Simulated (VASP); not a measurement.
A convergence study with VASP on ZrN (rock salt): one setting is varied, all else stays as given below, so the limit is that of these other settings.

```xyz
2
Lattice="0.0000 2.2900 2.2900 2.2900 0.0000 2.2900 2.2900 2.2900 0.0000" Properties=species:S:1:pos:R:3 pbc="T T T"
Zr     0.0000     0.0000     0.0000
N      2.2900     2.2900     2.2900
```

The numbers are results of PBEsol GGA, VASP's PBE PAW potentials (set 64) (plane waves; VASP), not measurements. The tightest run used: 700 eV cut-off, 23×23×23 Γ-centred mesh, first-order Methfessel-Paxton smearing of 0.10 eV, potentials Zr_sv N.

Task: The settings run are 2×2×2 mesh; 3×3×3 mesh; 4×4×4 mesh; 5×5×5 mesh; 6×6×6 mesh; 8×8×8 mesh; 9×9×9 mesh; 10×10×10 mesh; 12×12×12 mesh; 13×13×13 mesh; 14×14×14 mesh; 16×16×16 mesh; 17×17×17 mesh; 18×18×18 mesh; 19×19×19 mesh; 20×20×20 mesh; 22×22×22 mesh; 23×23×23 mesh. From which on does the stress (every component) stay within 0.2 GPa of the tightest run?

Result: From 9×9×9 mesh on: it is off by 0.01 there and by no more than 0.2 in any finer run, while 8×8×8 mesh is off by 0.24.
```
setting        E (eV/atom)  pressure (GPa)  irreducible k-points  difference judged (GPa)
-------------  -----------  --------------  --------------------  -----------------------
2×2×2 mesh        -10.7313           -4.52                     3                     0.06
3×3×3 mesh        -10.6763           -2.25                     4                     2.20
4×4×4 mesh        -10.7651           -4.18                     8                     0.27
5×5×5 mesh        -10.7797           -4.52                    10                     0.07
6×6×6 mesh        -10.7918           -4.62                    16                     0.17
8×8×8 mesh        -10.7658           -4.21                    29                     0.24
9×9×9 mesh        -10.7780           -4.44                    35                     0.01
10×10×10 mesh     -10.7743           -4.44                    47                     0.02
12×12×12 mesh     -10.7805           -4.52                    72                     0.06
13×13×13 mesh     -10.7762           -4.44                    84                     0.01
14×14×14 mesh     -10.7741           -4.41                   104                     0.04
16×16×16 mesh     -10.7765           -4.44                   145                     0.01
17×17×17 mesh     -10.7758           -4.44                   165                     0.01
18×18×18 mesh     -10.7759           -4.45                   195                     0.01
19×19×19 mesh     -10.7772           -4.46                   220                     0.01
20×20×20 mesh     -10.7759           -4.44                   256                     0.01
22×22×22 mesh     -10.7763           -4.44                   328                     0.01
23×23×23 mesh     -10.7763           -4.45                   364                     0.00
```

Left out are rungs that failed or repeat a setting and relaxations that didn't move; long series are thinned to 24 rows.

The compound is ZrN in the rock salt structure. The cell was not relaxed at this level. The electron count is odd and the run is not spin-polarised, which forces a metal.
